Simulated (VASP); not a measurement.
Set up this calculation in VASP 6.6.1, as the native input.

```yaml
Task: density of states
Functional: PBE
Potentials_or_basis: VASP PAW PBE potentials, release 64 (Ti_sv, C)
Cutoff: 520 eV
k_mesh: 16 × 16 × 16
Occupations: gaussian, width 0.1 eV
Spin: no spin polarisation
k_mesh_for_the_DOS: 24 × 24 × 24
Occupations_for_the_DOS: tetrahedron
Further_INCAR_settings: ALGO = Normal; EDIFF = 1e-07
```

Crystal: TiC.

```
CELL_PARAMETERS angstrom
0.00000 2.16713 2.16713
2.16713 0.00000 2.16713
2.16713 2.16713 0.00000
ATOMIC_POSITIONS crystal
Ti 0.00000 0.00000 0.00000
C 0.50000 0.50000 0.50000
```

These files were run (other wordings do the same):

POSCAR

```
TiC                                     
1.0
    0.0000000000      2.1671264993      2.1671264993
    2.1671264993      0.0000000000      2.1671264993
    2.1671264993      2.1671264993      0.0000000000
  Ti              C             
     1     1
Direct
     0.0000000000000000    0.0000000000000000    0.0000000000000000
     0.5000000000000000    0.5000000000000000    0.5000000000000000
```

INCAR.step1

```
SYSTEM = TiC
ALGO = Normal ; EDIFF = 1E-7
ENCUT = 520 ; GGA = PE
ISIF = 2 ; ISMEAR = 0
LASPH = .True. ; LCHARG = .True.
LMAXMIX = 4 ; LREAL = .False.
LWAVE = .False. ; NELM = 80
PREC = Accurate ; SIGMA = 0.1
```

KPOINTS.step1

```
k-points
0
Gamma
  16 16 16
  0 0 0
```

INCAR.step2

```
SYSTEM = TiC
ALGO = Normal ; EDIFF = 1E-7
ENCUT = 520 ; GGA = PE
ICHARG = 11 ; ISIF = 2
ISMEAR = -5 ; LASPH = .True.
LCHARG = .False. ; LMAXMIX = 4
LORBIT = 11 ; LREAL = .False.
LWAVE = .False. ; NEDOS = 1001
NELM = 80 ; PREC = Accurate
SIGMA = 0.1
```

KPOINTS.step2

```
k-points
0
Gamma
  24 24 24
  0 0 0
```

Potentials or basis: VASP PAW PBE potentials, release 64 (Ti_sv, C).

The run is started by

```bash
$ cat potpaw_PBE.64/Ti_sv/POTCAR potpaw_PBE.64/C/POTCAR > POTCAR
$ cp INCAR.step1 INCAR
$ cp KPOINTS.step1 KPOINTS
$ mpirun -np 1 vasp_std > vasp.out
$ cp INCAR.step2 INCAR
$ cp KPOINTS.step2 KPOINTS
$ mpirun -np 1 vasp_std > vasp.out
```

It gave:

The valence electrons inside the program's atomic spheres are Ti 10.39; C 2.40.

Wall time 98 s on 1 thread of Intel(R) Xeon(R) Platinum 8259CL CPU @ 2.50GHz (Skylake/Cascade Lake), on a shared host, peak memory 0.23 GiB.
